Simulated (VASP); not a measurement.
Wanted: the native input for a VASP 6.6.1 run.

- Task: relaxation of cell and atoms
- Functional: PBE
- Potentials or basis: VASP PAW PBE potentials, release 64 (Sb, Bi_d, S)
- Cutoff: 520 eV
- k mesh: 7 × 7 × 7
- Occupations: gaussian, width 0.1 eV
- Spin: no spin polarisation
- Further INCAR settings: ALGO = Normal; EDIFF = 1e-06; IBRION = 2; EDIFFG = -0.01; NSW = 90; ISIF = 3

The structure of BiSbS4 lies in POSCAR:

```
BiSbS4
1.0
   -3.1940000000      3.1940000000      7.4350000000
    3.1940000000     -3.1940000000      7.4350000000
    3.1940000000      3.1940000000     -7.4350000000
Sb Bi S
2 2 8
Direct
    0.0000000000      0.0000000000      0.0000000000
    0.7500000000      0.2500000000      0.5000000000
    0.2500000000      0.7500000000      0.5000000000
    0.5000000000      0.5000000000      0.0000000000
    0.6514674100      0.0951453700      0.9207553500
    0.1743900200      0.7307120600      0.0792446500
    0.9048546300      0.8256099800      0.5563220400
    0.2692879400      0.3485325900      0.4436779600
    0.5756099800      0.5192879400      0.4207553500
    0.8451453700      0.4243900200      0.9436779600
    0.0985325900      0.1548546300      0.5792446500
    0.4807120600      0.9014674100      0.0563220400
```

The cell was built by a generator and needn't be a form met in nature.

These files were run (other wordings do the same):

INCAR

```
SYSTEM = BiSbS4
PREC     = Accurate       ! precision mode
ENCUT    = 520            ! plane-wave cutoff, eV
EDIFF    = 1E-6           ! SCF threshold, eV
ISMEAR   = 0              ! smearing method
SIGMA    = 0.1            ! smearing width, eV
LREAL    = .FALSE.        ! projectors in reciprocal space
LASPH    = .TRUE.         ! aspherical terms in the spheres
NELM     = 120            ! most SCF steps
ALGO     = Normal         ! electronic algorithm
ISIF     = 3              ! what is computed and relaxed
LWAVE    = .FALSE.        ! write WAVECAR
LCHARG   = .FALSE.        ! write CHGCAR
GGA      = PE             ! functional
IBRION   = 2              ! ionic algorithm
NSW      = 90             ! ionic steps
EDIFFG   = -0.01          ! ionic threshold
KPAR     = 8
```

KPOINTS

```
regular mesh
0
G
  7 7 7
  0 0 0
```

Potentials or basis: VASP PAW PBE potentials, release 64 (Sb, Bi_d, S).

The run is started by

```console
$ cat potpaw_PBE.64/Sb/POTCAR potpaw_PBE.64/Bi_d/POTCAR potpaw_PBE.64/S/POTCAR > POTCAR
$ mpirun -np 8 vasp_std > vasp.out
```

It gave:

```json
{
  "Relaxed volume": "25.00 Å³/atom",
  "Relaxed cell": "a = 8.632 Å, b = 8.632 Å, c = 8.632 Å, α = 136.58°, β = 136.58°, γ = 63.08°",
  "Space group after relaxing (to 0.05 Å)": "I4_1/a (No. 88)",
  "Energy gained by relaxing": "0.9 meV/atom",
  "Ionic steps": "12",
  "Pressure after relaxing": "-0.1 GPa",
  "Largest force after relaxing": "0.009 eV/Å",
  "Band gap on the k mesh": "0.40 eV, indirect (least direct gap 0.73 eV)"
}
```

Caveat: spin-orbit coupling is left out, which as a rule narrows the gap of such compounds by several tenths of an eV; an odd mesh through Γ misses points on the zone boundary, where band edges often lie.

It took 42 min on 8 MPI ranks on Intel(R) Xeon(R) Platinum 8488C (Sapphire Rapids), on a shared host, peak memory 1.2 GiB a rank.
